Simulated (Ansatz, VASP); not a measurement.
# FeSi2 (Linzhiite) in two plane-wave programs, part 2 of 2

Wanted: the spread between two codes on one cell, functional and k mesh. The cell is taken from a series of runs on this material, whose earlier steps may have relaxed, scaled, displaced or heated it; both programs get it as it stands.

VASP 6.6.1 and Ansatz 0.2.0.

So far: Set-up; VASP: zone-centre phonons, PBEsol.

## 3. Ansatz: zone-centre phonons, PBEsol

Level of this step: Ansatz beside VASP: Kohn-Sham DFT, plane waves, PBEsol (Ansatz).

Ansatz runs on its PAW soft_1 files.

The same cell, functional, mesh and smearing now go to Ansatz, which takes its cutoff from its data sets.

input.yaml reads:

```yaml
crystal:
  lattice:
    - [2.7828569876, 0.0, 0.0]
    - [0.0, 2.7828569876, 0.0]
    - [0.0, 0.0, 5.0262727988]
  atoms:
    - { symbol: Si, position: [0.5, 0.5, 0.268267922] }
    - { symbol: Si, position: [0.5, 0.5, 0.731732078] }
    - { symbol: Fe, position: [0.0, 0.0, 0.0] }
kpoints:
  mp_grid: { grid: [16, 16, 8] }
hamiltonian:
  xc: pbesol
  pseudopotentials: { kind: paw, azcp: { folder: soft_1 }, xc_functional: pbe }
scf:
  occupations: { method: methfessel_paxton, width: 0.2 }
output:
  eigenvalues: true
phonons:
  method: dfpt
```

Started as:

```console
ansatz run input.yaml --threads 4 --pin off --max-ram 10240MiB --backend cpu --events-out ev --progress --plain --runs-dir out
```

Numbers of over 12 decimals in the logs are rounded to 6 here.

Log:

```text
zone centre: on kpoints.mp_grid the ground state, and the responses unless they are solved on pairs of k-points, stand on 405 of the mesh's 2048 k-points, reduced under 4 symmetry operations, with k and −k counted as one. Each operation leaves every solved displacement unchanged or reverses it
Engine: ansatz 0.2.0, aarch64-unknown-linux-gnu
Pseudopotentials: kind: paw
Pseudopotential: Si, paw, valence charge 4, recommended cutoff 420 eV (normal), soft_1/Si.paw.azcp
Pseudopotential: Fe, paw, valence charge 16, recommended cutoff 420 eV (normal), soft_1/Fe.paw.azcp
Functional definition: PBEsol
  exchange = pbesol_x
  correlation = pbesol_c
Crystal: 3 atoms, lattice volume = 38.925 Å³
Basis set: ecut = 420 eV, 789 PW (Γ), exchange–correlation on 40×40×72 points (8 copies of the dense FFT grid, shifted against one another)
Bands: 16, of which v1, the nominal top of the filled ones, is band 12 counted from 1 (11 counted from 0)
Symmetry: 16 space group operations
k-points: 405 of 2048 (irreducible under 4 space group operations, time reversal used)
Non-local potential: Si, projectors of the file, l = 0: 2, l = 1: 2, l = 2: 1
Non-local potential: Fe, projectors of the file, l = 0: 3, l = 1: 2, l = 2: 3, l = 3: 1
PAW form: soft (Blöchl's): semilocal exchange-correlation on the pseudo side does not see the compensation charge
PAW frozen core: Si, regenerated for the run's functional, and the local potential with it (the file was generated under x = pbe(κ = 0.804, μ = 0.219515), c = pbe(β = 0.066725))
PAW frozen core: Fe, regenerated for the run's functional, and the local potential with it (the file was generated under x = pbe(κ = 0.804, μ = 0.219515), c = pbe(β = 0.066725))
PAW one-centre angular grid: Si, 110 points (default); XC on 64 Gauss nodes
PAW one-centre angular grid: Fe, 590 points (default); XC on 64 Gauss nodes
Initial density: superposition of atomic densities (chi_scale 0.1, normalization cell, long waves kept (reshape's long-wave potential 0.00 eV rms))
Initial wavefunctions: pseudopotential atomic-orbital guess
Functional: x = pbesol(κ = 0.804, μ = 0.123457), c = pbesol(β = 0.046)
SCF iter   1: F=—  HF=-5694.781611 eV  |F-HF|=—  |Δ(HF+E_count)|=         —  Δρ=1.27e-1  dr2=1.25e1  ethr=3.10e-3  ⟨swp⟩=5.1  Hψ=33974  notcnv=0
preconditioner: auto → none  [metal: Δε(μ)=0.007 eV  Ē_g=7.661 eV  σ=0.200 eV  W_gap=0.03  n_scr=8 (ndim 8)  ℏωp=23.8 eV  f_vac=0.000  D(μ)=2.37/eV (n_scr^D=20)  sad-step TF]
SCF iter   2: F=—  HF=-5694.533900 eV  |F-HF|=—  |Δ(HF+E_count)|=   2.48e-1  S|Δr|=    0.00e0  Δρ=1.40e-1  dr2=1.27e1  ethr=3.10e-3  ⟨swp⟩=2.0  Hψ=11045  notcnv=0
SCF iter   3: F=—  HF=-5693.409630 eV  |F-HF|=—  |Δ(HF+E_count)|=    1.12e0  S|Δr|=    0.00e0  Δρ=5.41e-2  dr2=1.23e0  ethr=3.10e-3  ⟨swp⟩=3.0  Hψ=11789  notcnv=0
SCF iter   4: F=—  HF=-5693.280581 eV  |F-HF|=—  |Δ(HF+E_count)|=   1.29e-1  S|Δr|=    0.00e0  Δρ=1.12e-2  dr2=1.59e-1  ethr=3.10e-3  ⟨swp⟩=2.5  Hψ=13375  notcnv=0
SCF iter   5: F=—  HF=-5693.230521 eV  |F-HF|=—  |Δ(HF+E_count)|=   5.01e-2  S|Δr|=    0.00e0  Δρ=4.02e-3  dr2=4.46e-3  ethr=6.62e-4  ⟨swp⟩=2.0  Hψ=10819  notcnv=0
SCF iter   6: F=—  HF=-5693.230287 eV  |F-HF|=—  |Δ(HF+E_count)|=   2.34e-4  S|Δr|=    0.00e0  Δρ=6.61e-4  dr2=7.06e-5  ethr=1.86e-5  ⟨swp⟩=2.0  Hψ=8735  notcnv=0
SCF iter   7: F=—  HF=-5693.230271 eV  |F-HF|=—  |Δ(HF+E_count)|=   1.63e-5  S|Δr|=    0.00e0  Δρ=1.38e-4  dr2=4.83e-6  ethr=2.94e-7  ⟨swp⟩=2.4  Hψ=10803  notcnv=0
SCF iter   8: F=—  HF=-5693.230273 eV  |F-HF|=—  |Δ(HF+E_count)|=   1.56e-6  S|Δr|=    0.00e0  Δρ=1.81e-5  dr2=1.14e-7  ethr=2.01e-8  ⟨swp⟩=2.2  Hψ=8966  notcnv=0
SCF iter   9: F=—  HF=-5693.230273 eV  |F-HF|=—  |Δ(HF+E_count)|=   5.67e-7  S|Δr|=    0.00e0  Δρ=3.98e-6  dr2=3.08e-9  ethr=4.76e-10  ⟨swp⟩=2.3  Hψ=9458  notcnv=0
SCF iter  10: F=—  HF=-5693.230273 eV  |F-HF|=—  |Δ(HF+E_count)|=  5.93e-10  S|Δr|=    0.00e0  Δρ=5.91e-7  dr2=9.74e-11  ethr=1.28e-11  ⟨swp⟩=2.0  Hψ=9429  notcnv=0
SCF iter  11: F=-5693.230273 eV  HF=-5693.230273 eV  |F-HF|=1.82e-12  |Δ(HF+E_count)|=  1.46e-11  S|Δr|=    0.00e0  Δρ=2.35e-8  dr2=1.13e-13  ethr=1.00e-12  ⟨swp⟩=5.7  Hψ=27360  notcnv=0
the search or the solves at the SCF's close seem to have found levels that the self-consistency loop had missed (the run counts 2). By its estimate they hold under 1e-12 electrons; where the run keeps them, the occupations were computed again with them
SCF 1 converged in 11 iterations: F = -5693.230273 eV  dr2 = 1.13e-13
  greatest PAW one-centre occupation: 1.000 electrons in one spin orbital (limit 2), on the Fe atom at site 2 (counted from 0), in its partial waves of l = 1
DFPT response loops at Γ: preconditioner auto → Kerker (q_TF=auto, 2.517 Å⁻¹) (partly filled bands, converged f_vac=0.000); β = 1.00, the filter's whole step (`scf.mixing.beta` (0.50) is not read by the response loops under this deck's `scf.mixing.preconditioner`; to damp them name `kerker` or `kerker_dos`, under which they read `scf.mixing.beta`, and type it under 1.00, their step now; both keys bind the ground state too); Broyden in place of MSR1
SCF converged after 11 iterations
Stability not checked: this state was not tested for a lower state beside it, because cold or Methfessel-Paxton smearing, or corrected tetrahedra, fill the levels in a way that the test cannot read (fill_not_monotonic; see scf.lower_state_search)
Free energy (F): -5693.230273 eV
Harris-Foulkes:  -5693.230273 eV  (|F-HF|=1.82e-12)
Internal energy: -5693.233937 eV  (E = F + TS)
E sigma→0 (E₀):  -5693.231189 eV
Entropy (-TS):   0.003664 eV (1.221 meV/atom)
Fermi energy:    13.256450 eV
Step filling:    the computed levels leave a gap of 0.0024 eV = 0.0 smearing widths at the electron count; against every level under it full and every level over it empty, smearing changes F+E_penalty+E_count by +1.689 meV and its σ→0 estimate by +0.773 meV
--- Per-component energies (eV) ---
  E_band       = -244.678581
  E_kinetic    = 422.594535
  E_local      = -3535.668763  (includes V_loc(G=0)·N_el)
  E_nonlocal   = 333.295232
  E_hartree    = 1552.943490
  E_xc         = -225.913195
  E_vxc        = -242.989393  (∫ρ·V_xc dr)
  E_paw        = -2345.861358  (= ΣΔE_a)
  E_vpaw       = -327.796272  (= ΣTr[D̂ρ^β])
  E_aug_tail   = -0.000896  (compensation charges beyond the density's cutoff)
  E_ewald      = -1894.865306
  E_core_change = 0.242323  (= ΣΔE_core)
  E_smearing   = 0.003664  (= −TS)
  E_closure    = 0.000000  (closes the sum)
  Σ components = -5693.230273   (vs F -5693.230273, Δ=0.00e0)
--- Band table (eV; the first three rows and the last of 405) ---
  k-point 0: bands = [... 8 lower, 11.7830, 11.7830, 12.0195, 12.4602, 16.9346, 16.9346, 20.2482, 20.9544]
  k-point 1: bands = [... 8 lower, 11.7733, 11.7733, 12.0069, 12.4603, 17.0375, 17.0375, 19.5357, 20.1044]
  k-point 2: bands = [... 8 lower, 11.7503, 11.7503, 11.9555, 12.4606, 17.3317, 17.3317, 17.9687, 19.8368]
  k-point 404: bands = [... 8 lower, 9.9139, 9.9139, 11.7556, 13.2397, 13.8694, 13.8694, 14.6777, 15.6316]
--- Phonons (Γ-DFPT): 4 representative perturbations + reference, on 405 of 2048 k-points (Σ response iterations 19) ---
  k mesh reduced under 4 symmetry operations, with k and −k counted as one. Each operation leaves every solved displacement unchanged or reverses it
  ASR residual: 1.389e-5 → 0.000e0 eV/Å²; symmetrization residual: 1.447e-6 eV/Å²
  ASR residual per site (eV/Å²): 6.62e-6 6.62e-6 1.39e-5
  Γ frequencies (cm⁻¹): 0.00 0.00 0.00 207.70 207.70 261.89 261.89 344.62 555.77
  non-analytic LO–TO correction: not included (Born effective charges unavailable; polar crystals: no LO–TO splitting at Γ)
```

In the SCF lines HF is the Harris–Foulkes energy and dr2 the Hartree energy of the density residual, in eV; the loop may stop once dr2 is under the threshold and the program's other checks hold. Hψ counts applications of the Hamiltonian.

## 4. Comparison

Known differences besides the potentials themselves: the data sets hold 24 valence electrons in Ansatz (on its PAW soft_1 files) and 16 in VASP; the cutoff is 420 eV in Ansatz and 600 eV in VASP; Ansatz makes its cores anew for this functional, VASP keeps those of its PBE data sets. Total energies have different zeros and are not compared.

The two programs side by side:

| quantity | Ansatz | VASP | difference |
| --- | --- | --- | --- |
| optical mode 1 to 2 (cm⁻¹) | 207.7 | 209.3 | -0.76 % |
| optical mode 3 to 4 (cm⁻¹) | 261.9 | 266.5 | -1.74 % |
| optical mode 5 (cm⁻¹) | 344.6 | 346.8 | -0.62 % |
| optical mode 6 (cm⁻¹) | 555.8 | 556.8 | -0.18 % |

Modes are paired by rising frequency, not by their patterns, so a pair may set unlike modes beside each other; they are those without the splitting of longitudinal modes.

## 5. Summary of results

- r.m.s. difference of the optical zone-centre modes, each program's sorted by frequency (zone-centre phonons, PBEsol): 3.0 cm⁻¹
- difference in optical mode 3 to 4 (zone-centre phonons, PBEsol): -1.7 %

What this shows: The r.m.s. difference of the optical zone-centre modes, each program's sorted by frequency is 3.0 cm⁻¹ (zone-centre phonons, PBEsol). The data sets hold unlike numbers of valence electrons (24 in Ansatz and 16 in VASP), so part of the differences comes from the potentials. Among the rows given in per cent, the largest difference of the zone-centre phonons, PBEsol pair is in optical mode 3 to 4, -1.7 %. Such differences can come from data sets, numerical settings and the points named under the comparisons, not from the functional's error against experiment.

[Lines on the potential files, build, host, timing and source positions are cut from VASP's logs without a mark.]

[Logs are printed without paths, hosts, clocks, repeated set-up lines and the standing remarks that a program may print on its own settings, such as how far it seeks lower states.]

[Hosts, paths, dates, database ids (printed as entryN), source tags and the programs' standing remarks are cut or masked in the printed files.]
